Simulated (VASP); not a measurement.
```
CoAs3
1.0
   -4.04723     4.04723     4.04723
    4.04723    -4.04723     4.04723
    4.04723     4.04723    -4.04723
Co As
4 12
Direct
  0.50000   0.50000   0.50000
  0.00000   0.00000   0.50000
  0.00000   0.50000   0.00000
  0.50000   0.00000   0.00000
  0.65970   0.15269   0.81239
  0.34030   0.84731   0.18761
  0.65970   0.84731   0.50701
  0.34030   0.15269   0.49299
  0.81239   0.65970   0.15269
  0.50701   0.65970   0.84731
  0.49299   0.34030   0.15269
  0.18761   0.34030   0.84731
  0.15269   0.81239   0.65970
  0.15269   0.49299   0.34030
  0.84731   0.18761   0.34030
  0.84731   0.50701   0.65970
```

Calculation: LDA (Ceperley-Alder, Perdew-Zunger), VASP's LDA PAW potentials (set 64) (plane waves; VASP 6.6.1). Numerical set-up: LREAL = Auto, 400 eV cut-off, Gaussian smearing of 0.050 eV, potentials Co As.

**Question.** Give the energies of bands 43 to 56 at the high-symmetry points, in eV from the Fermi level.

**Answer.** 
```json
[
 {"band": "43", "Γ": "-1.63", "H": "-2.11", "N": "-1.61", "P": "-1.65"},
 {"band": "44", "Γ": "-1.63", "H": "-2.11", "N": "-1.43", "P": "-1.65"},
 {"band": "45", "Γ": "-1.37", "H": "-2.00", "N": "-1.38", "P": "-1.23"},
 {"band": "46", "Γ": "-1.37", "H": "-1.84", "N": "-1.22", "P": "-1.23"},
 {"band": "47", "Γ": "-1.15", "H": "-1.84", "N": "-1.20", "P": "-1.23"},
 {"band": "48", "Γ": "0.00", "H": "-1.84", "N": "-1.14", "P": "-0.96"},
 {"band": "49", "Γ": "0.00", "H": "0.29", "N": "0.42", "P": "0.46"},
 {"band": "50", "Γ": "0.00", "H": "0.29", "N": "0.54", "P": "1.14"},
 {"band": "51", "Γ": "0.01", "H": "0.29", "N": "1.00", "P": "1.14"},
 {"band": "52", "Γ": "0.29", "H": "0.37", "N": "1.02", "P": "1.14"},
 {"band": "53", "Γ": "0.29", "H": "0.37", "N": "1.12", "P": "1.49"},
 {"band": "54", "Γ": "1.36", "H": "0.37", "N": "1.56", "P": "1.49"},
 {"band": "55", "Γ": "1.36", "H": "1.91", "N": "1.77", "P": "1.49"},
 {"band": "56", "Γ": "1.36", "H": "1.91", "N": "1.89", "P": "2.07"}
]
```

It has no gap at this level: it comes out as a metal or semimetal.

The compound is CoAs3 in the sg204 structure. It was relaxed first, which changed the volume by +22 %. The run is not spin-polarised, so no magnetic state was tried.
